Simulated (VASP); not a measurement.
Data:

```xyz
2
Lattice="3.2572 0.0000 0.0000 0.0000 3.2572 0.0000 0.0000 0.0000 3.2572" Properties=species:S:1:pos:R:3 pbc="T T T"
In     1.6286     1.6286     1.6286
Pd     0.0000     0.0000     0.0000
```

Method: vdW-DF-cx, VASP's PBE PAW potentials (set 64) (plane waves; VASP). Settings: 520 eV cut-off, 13×13×13 Γ-centred mesh, tetrahedra with Blöchl corrections, potentials In_d Pd.

Unless said otherwise, spin-orbit coupling is left out, though it shifts the bands of the heavy elements here.

Question: Tabulate the total density of states (states/eV per cell) against energy (eV; zero at the valence-band maximum or, without a gap, the Fermi level).

Answer: 
(E (eV), DOS (states/eV)): (-9.98, 0.09); (-9.86, 0.12); (-9.62, 0.15); (-9.50, 0.17); (-9.26, 0.20); (-9.14, 0.21); (-8.90, 0.24); (-8.78, 0.26); (-8.66, 0.27); (-8.42, 0.30); (-8.30, 0.31); (-8.06, 0.35); (-7.94, 0.37); (-7.82, 0.39); (-7.58, 0.43); (-7.46, 0.46); (-7.22, 0.54); (-7.10, 0.59); (-6.86, 0.88); (-6.74, 0.93); (-6.62, 0.97); (-6.38, 1.10); (-6.26, 0.91); (-6.02, 0.47); (-5.90, 0.37); (-5.78, 0.39); (-5.54, 0.37); (-5.42, 0.35); (-5.18, 0.36); (-5.06, 0.37); (-4.82, 0.89); (-4.70, 1.17); (-4.58, 1.58); (-4.34, 2.64); (-4.22, 2.70); (-3.98, 2.53); (-3.86, 5.06); (-3.74, 4.49); (-3.50, 1.66); (-3.38, 2.63); (-3.14, 4.84); (-3.02, 4.36); (-2.78, 3.54); (-2.66, 5.58); (-2.54, 6.65); (-2.30, 1.61); (-2.18, 1.34); (-1.94, 1.02); (-1.82, 0.87); (-1.70, 0.40); (-1.46, 0.37); (-1.34, 0.38); (-1.10, 1.71); (-0.98, 1.25); (-0.74, 1.01); (-0.62, 0.92); (-0.50, 0.87); (-0.26, 0.78); (-0.14, 0.75); (0.10, 0.79); (0.22, 0.71); (0.34, 0.56); (0.58, 0.49); (0.70, 0.48); (0.94, 0.45); (1.06, 0.43); (1.30, 0.51); (1.42, 0.52); (1.54, 0.57); (1.78, 0.70); (1.90, 0.87); (2.14, 0.81); (2.26, 0.87); (2.38, 0.85); (2.62, 0.79); (2.74, 0.80); (2.98, 0.74); (3.10, 0.71); (3.34, 0.77); (3.46, 0.83)
Within 2 eV below the Fermi level the largest weight inside VASP's projection spheres is Pd d.

The compound is PdIn in the CsCl type structure. It was relaxed first. The electron count is odd and the run is not spin-polarised, which forces a metal.
